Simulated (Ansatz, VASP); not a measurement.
# Ti (Titanium) in two plane-wave programs, part 2 of 2

One calculation is typed for both programs; each brings its own data sets. How far apart do they land? The cell is taken from a series of runs on this material, whose earlier steps may have relaxed, scaled, displaced or heated it; both programs get it as it stands.

VASP 6.6.1 and Ansatz 0.2.0.

So far: Set-up; VASP: zone-centre phonons, PBEsol.

## Step 3: Ansatz: zone-centre phonons, PBEsol

Level of this step: Ansatz beside VASP: Kohn-Sham DFT, plane waves, PBEsol (Ansatz).

Ansatz runs on its PAW soft_1 files.

The same cell, functional, mesh and smearing now go to Ansatz, which takes its cutoff from its data sets.

Input file input.yaml:

```yaml
crystal:
  lattice:
    - [2.8600623205, 0.0, 0.0]
    - [-1.4300311603, 2.4768866259, 0.0]
    - [0.0, 0.0, 4.5304578266]
  atoms:
    - { symbol: Ti, position: [0.3333333333, 0.6666666667, 0.25] }
    - { symbol: Ti, position: [0.6666666667, 0.3333333333, 0.75] }
kpoints:
  mp_grid: { grid: [18, 18, 12] }
hamiltonian:
  xc: pbesol
  pseudopotentials: { kind: paw, azcp: { folder: soft_1 }, xc_functional: pbe }
scf:
  occupations: { method: methfessel_paxton, width: 0.2 }
output:
  eigenvalues: true
phonons:
  method: dfpt
```

Started as:

```
$ ansatz run input.yaml --threads 4 --pin off --max-ram 10240MiB --backend cpu --events-out ev --progress --plain --runs-dir out
```

Numbers of over 12 decimals in the logs are rounded to 6 here.

Output:

```text
zone centre: on kpoints.mp_grid the ground state, and the responses unless they are solved on pairs of k-points, stand on 637 of the mesh's 3888 k-points, reduced under 4 symmetry operations, with k and −k counted as one. Each operation leaves every solved displacement unchanged or reverses it
Engine: ansatz 0.2.0, x86_64-unknown-linux-gnu
Pseudopotentials: kind: paw
Pseudopotential: Ti, paw, valence charge 12, recommended cutoff 420 eV (normal), soft_1/Ti.paw.azcp
Functional definition: PBEsol
  exchange = pbesol_x
  correlation = pbesol_c
Crystal: 2 atoms, lattice volume = 32.094 Å³
Basis set: ecut = 420 eV, 615 PW (Γ), exchange–correlation on 40×40×64 points (8 copies of the dense FFT grid, shifted against one another)
Bands: 16, of which v1, the nominal top of the filled ones, is band 12 counted from 1 (11 counted from 0)
Symmetry: 24 space group operations
k-points: 637 of 3888 (irreducible under 4 space group operations, time reversal used)
Non-local potential: Ti, projectors of the file, l = 0: 3, l = 1: 2, l = 2: 3, l = 3: 1
PAW form: soft (Blöchl's): semilocal exchange-correlation on the pseudo side does not see the compensation charge
PAW frozen core: Ti, regenerated for the run's functional, and the local potential with it (the file was generated under x = pbe(κ = 0.804, μ = 0.219515), c = pbe(β = 0.066725))
PAW one-centre angular grid: Ti, 590 points (default); XC on 64 Gauss nodes
Initial density: superposition of atomic densities (chi_scale 0.1, normalization cell)
Initial wavefunctions: pseudopotential atomic-orbital guess
Functional: x = pbesol(κ = 0.804, μ = 0.123457), c = pbesol(β = 0.046)
SCF iter   1: F=—  HF=-4948.230093 eV  |F-HF|=—  |Δ(HF+E_count)|=         —  Δρ=6.43e-2  dr2=1.33e0  ethr=3.10e-3  ⟨swp⟩=4.3  Hψ=89814  notcnv=0
automatic band count: the SCF goes on with 20 bands, as 16 were too few: they end inside the smearing window of the response
preconditioner: auto → none  [metal: Δε(μ)=0.008 eV  Ē_g=4.892 eV  σ=0.200 eV  W_gap=0.03  n_scr=8 (ndim 8)  ℏωp=18.5 eV  f_vac=0.000  D(μ)=1.51/eV (n_scr^D=22)  sad-step TF]
SCF iter   2: F=—  HF=-4947.926603 eV  |F-HF|=—  |Δ(HF+E_count)|=   3.03e-1  S|Δr|=    0.00e0  Δρ=3.67e-2  dr2=4.55e-1  ethr=3.10e-3  ⟨swp⟩=2.0  Hψ=21460  notcnv=0  defer=894
SCF iter   3: F=—  HF=-4947.777518 eV  |F-HF|=—  |Δ(HF+E_count)|=   1.49e-1  S|Δr|=    0.00e0  Δρ=1.49e-3  dr2=3.55e-4  ethr=1.89e-3  ⟨swp⟩=3.0  Hψ=22776  notcnv=0  defer=894
SCF iter   4: F=—  HF=-4947.777532 eV  |F-HF|=—  |Δ(HF+E_count)|=   1.37e-5  S|Δr|=    0.00e0  Δρ=1.03e-4  dr2=2.34e-6  ethr=1.48e-6  ⟨swp⟩=2.8  Hψ=22959  notcnv=0  defer=856
SCF iter   5: F=—  HF=-4947.777537 eV  |F-HF|=—  |Δ(HF+E_count)|=   5.35e-6  S|Δr|=    0.00e0  Δρ=5.49e-5  dr2=7.10e-7  ethr=9.77e-9  ⟨swp⟩=2.0  Hψ=20366  notcnv=0  defer=856
SCF iter   6: F=—  HF=-4947.777537 eV  |F-HF|=—  |Δ(HF+E_count)|=   1.81e-7  S|Δr|=    0.00e0  Δρ=9.09e-6  dr2=1.43e-8  ethr=2.96e-9  ⟨swp⟩=2.9  Hψ=19502  notcnv=0  defer=856
SCF iter   7: F=—  HF=-4947.777537 eV  |F-HF|=—  |Δ(HF+E_count)|=   6.34e-9  S|Δr|=    0.00e0  Δρ=8.28e-7  dr2=1.37e-10  ethr=5.97e-11  ⟨swp⟩=3.0  Hψ=20065  notcnv=0  defer=856
SCF iter   8: F=-4947.777537 eV  HF=-4947.777537 eV  |F-HF|=1.82e-12  |Δ(HF+E_count)|=  7.00e-11  S|Δr|=    0.00e0  Δρ=4.18e-8  dr2=2.73e-13  ethr=1.00e-12  ⟨swp⟩=8.8  Hψ=50203  notcnv=0
SCF 1 converged in 8 iterations: F = -4947.777537 eV  dr2 = 2.73e-13
  greatest PAW one-centre occupation: 0.999 electrons in one spin orbital (limit 2), on the Ti atom at site 1 (counted from 0), in its partial waves of l = 0
DFPT response loops at Γ: preconditioner auto → Kerker (q_TF=auto, 2.599 Å⁻¹) (partly filled bands, converged f_vac=0.000); β = 1.00, the filter's whole step (`scf.mixing.beta` (0.50) is not read by the response loops under this deck's `scf.mixing.preconditioner`; to damp them name `kerker` or `kerker_dos`, under which they read `scf.mixing.beta`, and type it under 1.00, their step now; both keys bind the ground state too); Broyden in place of MSR1
SCF converged after 8 iterations
Stability not checked: this state was not tested for a lower state beside it, because cold or Methfessel-Paxton smearing, or corrected tetrahedra, fill the levels in a way that the test cannot read (fill_not_monotonic; see scf.lower_state_search)
Free energy (F): -4947.777537 eV
Harris-Foulkes:  -4947.777537 eV  (|F-HF|=1.82e-12)
Internal energy: -4947.781712 eV  (E = F + TS)
E sigma→0 (E₀):  -4947.778581 eV
Entropy (-TS):   0.004175 eV (2.087 meV/atom)
Fermi energy:    14.455486 eV
--- Per-component energies (eV) ---
  E_band       = -285.216884
  E_kinetic    = 565.989180
  E_local      = -1659.420665  (includes V_loc(G=0)·N_el)
  E_nonlocal   = 124.269814
  E_hartree    = 662.002683
  E_xc         = -231.654504
  E_vxc        = -291.513258  (∫ρ·V_xc dr)
  E_paw        = -2035.259697  (= ΣΔE_a)
  E_vpaw       = -348.547194  (= ΣTr[D̂ρ^β])
  E_aug_tail   = -0.000149  (compensation charges beyond the density's cutoff)
  E_ewald      = -2373.987144
  E_core_change = 0.278769  (= ΣΔE_core)
  E_smearing   = 0.004175  (= −TS)
  E_closure    = -0.000000  (closes the sum)
  Σ components = -4947.777537   (vs F -4947.777537, Δ=0.00e0)
--- Band table (eV; the first three rows and the last of 637) ---
  k-point 0: bands = [... 8 lower, 8.0930, 11.5519, 15.2576, 15.2576, 15.3961, 15.4460, 15.8226, 15.8226, ... 4 higher]
  k-point 1: bands = [... 8 lower, 8.1563, 11.5326, 15.2228, 15.2228, 15.3272, 15.3594, 15.7852, 15.7852, ... 4 higher]
  k-point 2: bands = [... 8 lower, 8.3435, 11.4596, 15.0360, 15.1512, 15.1512, 15.2537, 15.6841, 15.6841, ... 4 higher]
  k-point 636: bands = [... 8 lower, 12.2966, 12.2966, 13.8392, 13.8392, 14.3523, 14.3523, 16.1345, 16.1345, ... 4 higher]
--- Phonons (Γ-DFPT): 2 representative perturbations + reference, on 637 of 3888 k-points (Σ response iterations 6) ---
  k mesh reduced under 4 symmetry operations, with k and −k counted as one. Each operation leaves every solved displacement unchanged or reverses it
  ASR residual: 2.009e-5 → 0.000e0 eV/Å²; symmetrization residual: 4.178e-10 eV/Å²
  ASR residual per site (eV/Å²): 2.01e-5 2.01e-5
  Γ frequencies (cm⁻¹): 0.00 0.00 0.00 123.98 123.98 217.47
  non-analytic LO–TO correction: not included (Born effective charges unavailable; polar crystals: no LO–TO splitting at Γ)
```

## Step 4: Comparison

Known differences besides the potentials themselves: the cutoff is 420 eV in Ansatz and 500 eV in VASP; Ansatz makes its cores anew for this functional, VASP keeps those of its PBE data sets. Total energies have different zeros and are not compared.

The two programs side by side:

| quantity | Ansatz | VASP | difference |
| --- | --- | --- | --- |
| optical mode 1 to 2 (cm⁻¹) | 124.0 | 123.8 | +0.11 % |
| optical mode 3 (cm⁻¹) | 217.5 | 218.2 | -0.36 % |

Modes are paired by rising frequency, not by their patterns, so a pair may set unlike modes beside each other; they are those without the splitting of longitudinal modes.

## Step 5: Outcome

* r.m.s. difference of the optical zone-centre modes, each program's sorted by frequency (zone-centre phonons, PBEsol): 0.46 cm⁻¹

The r.m.s. difference of the optical zone-centre modes, each program's sorted by frequency is 0.46 cm⁻¹ (zone-centre phonons, PBEsol). Such differences can come from data sets, numerical settings and the points named under the comparisons, not from the functional's error against experiment.

[Lines on the potential files, build, host, timing and source positions are cut from VASP's logs without a mark.]

[Logs are printed without paths, hosts, clocks, repeated set-up lines and the standing remarks that a program may print on its own settings, such as how far it seeks lower states.]

[Hosts, paths, dates, database ids (printed as entryN), source tags and the programs' standing remarks are cut or masked in the printed files.]
